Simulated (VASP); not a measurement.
Data:

```yaml
crystal:
  lattice:
    - [3.79082, 0.00000, 0.00000]
    - [-1.89541, 3.28294, 0.00000]
    - [0.00000, 0.00000, 6.21380]
  atoms:
    - { symbol: Zn, position: [0.33333, 0.66667, 0.99993] }
    - { symbol: Zn, position: [0.66667, 0.33333, 0.49993] }
    - { symbol: S, position: [0.33333, 0.66667, 0.37487] }
    - { symbol: S, position: [0.66667, 0.33333, 0.87487] }
```

Computed with SCAN meta-GGA, VASP's PBE PAW potentials (set 64) (plane waves; VASP). Settings: 400 eV cut-off, 8×8×4 Γ-centred mesh, tetrahedra with Blöchl corrections, potentials Zn S.

Give the energies of bands 8 to 21 at the high-symmetry points, in eV from the valence-band maximum.

```tsv
band	Γ	M	K	A	L	H
8	-6.05	-6.17	-6.09	-6.53	-6.22	-6.15
9	-6.05	-5.98	-6.05	-6.00	-5.97	-6.05
10	-5.97	-5.93	-6.02	-6.00	-5.97	-6.05
11	-5.97	-5.88	-5.79	-6.00	-5.81	-5.67
12	-5.83	-5.85	-5.79	-6.00	-5.81	-5.67
13	-5.55	-4.98	-4.44	-2.93	-5.03	-4.90
14	-0.94	-4.25	-4.44	-2.93	-5.03	-4.90
15	-0.94	-3.41	-4.04	-0.49	-1.71	-3.20
16	-0.08	-2.36	-2.42	-0.49	-1.71	-3.20
17	0.00	-1.76	-2.42	-0.49	-1.70	-1.42
18	0.00	-0.94	-2.19	-0.49	-1.70	-1.42
19	2.80	4.00	4.51	4.10	3.94	4.99
20	3.59	4.78	6.51	4.10	3.94	4.99
21	6.76	5.43	6.51	7.23	5.63	6.69
```

The gap is direct, 2.80 eV, from the valence maximum at Γ to the conduction minimum at Γ.

The structure comes from a measured ZnS entry (P6_3mc) of the Crystallography Open Database, whose conditions weren't checked. It was relaxed first.
